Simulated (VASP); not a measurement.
Input for VASP

KPOINTS:
```
Automatic
0
Gamma
6 6 3
```

### INCAR
```
ALGO  =  Normal
EDIFF  =  1E-6
EDIFFG  =  -0.02
ENCUT  =  500
GGA  =  PE
IBRION  =  2
ISIF  =  3
ISMEAR  =  0
LASPH  =  T
LCHARG  =  F
LMAXMIX  =  4
LREAL  =  F
LWAVE  =  F
NELM  =  100
NSW  =  40
PREC  =  Accurate
PSTRESS  =  100
SIGMA  =  0.05
SYSTEM  =  AgI
```

**POSCAR**
```
AgI
1
    2.0452655024    -3.5425176176    -0.0000000000
    2.0452655024     3.5425176176    -0.0000000000
    0.0000000000    -0.0000000000     7.9317788323
Ag I
2 2
Direct
  0.6666670000   0.3333330000   0.5234243562
  0.3333330000   0.6666670000   0.0234243562
  0.6666670000   0.3333330000   0.8515756438
  0.3333330000   0.6666670000   0.3515756438
```

POTCAR, in this order: Ag I (PBE.64 set). Program: vasp_std.

### Question
Translate this PBE calculation to Quantum ESPRESSO's pw.x.

### Answer
One equivalent input (not run):
```
&CONTROL
  calculation = 'vc-relax'
  pseudo_dir = './pseudo'
  outdir = './out'
  tprnfor = .true.
  tstress = .true.
  nstep = 40
  forc_conv_thr = 0.00078
/
&SYSTEM
  ibrav = 0
  nat = 4
  ntyp = 2
  ecutwfc = 82
  occupations = 'smearing'
  smearing = 'gaussian'
  degauss = 0.003675
  input_dft = 'pbe'
/
&ELECTRONS
  conv_thr = 7.3e-08
  electron_maxstep = 100
/
&IONS
/
&CELL
  press = 100
/
ATOMIC_SPECIES
  Ag 107.868 Ag.upf
  I 126.904 I.upf
CELL_PARAMETERS angstrom
     2.0452655   -3.5425176   -0.0000000
     2.0452655    3.5425176   -0.0000000
     0.0000000   -0.0000000    7.9317788
ATOMIC_POSITIONS crystal
  Ag   0.6666670  0.3333330  0.5234244
  Ag   0.3333330  0.6666670  0.0234244
  I    0.6666670  0.3333330  0.8515756
  I    0.3333330  0.6666670  0.3515756
K_POINTS automatic
  6 6 3 0 0 0
```
Limits of the translation: the potentials are each code's own (VASP's PAW set, PseudoDojo norm-conserving files in pw.x), so ENCUT and ecutwfc are chosen apart and not converted; conv_thr bounds pw.x's estimated SCF error, while EDIFF bounds the energy change between steps; forc_conv_thr acts on force components and is met together with etot_conv_thr.

The compound is AgI in the wurtzite structure. This run relaxes it under an external pressure of 10 GPa. Symmetry was kept, so distortions that lower it aren't found.
